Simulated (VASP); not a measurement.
Input:

```
CELL_PARAMETERS angstrom
      0.00000     2.97140     2.97140
      2.97140     0.00000     2.97140
      2.97140     2.97140     0.00000
ATOMIC_POSITIONS crystal
  Al 0.25000 0.25000 0.25000
  Al 0.75000 0.75000 0.75000
  Pt 0.00000 0.00000 0.00000
```

The numbers are results of PBE GGA, VASP's PBE PAW potentials (set 64) (plane waves; VASP), not measurements. Settings: 400 eV cut-off, 8×8×8 Γ-centred mesh, first-order Methfessel-Paxton smearing of 0.10 eV, potentials Al Pt.

Unless said otherwise, spin-orbit coupling is left out, though it shifts the bands of the heavy elements here.

### Question
Predict the energy per atom (σ→0), band gap (on the k-mesh) with the smallest direct gap where there is one.

### Answer

```
Quantity                                                    Result
------------------------  ----------------------------------------
band gap (on the k-mesh)  none (metal, semimetal or under 0.01 eV)
energy per atom (σ→0)                               -5.413 eV/atom
```

The compound is PtAl2 in the fluorite structure. It was relaxed first. The start is the result of an earlier pass.
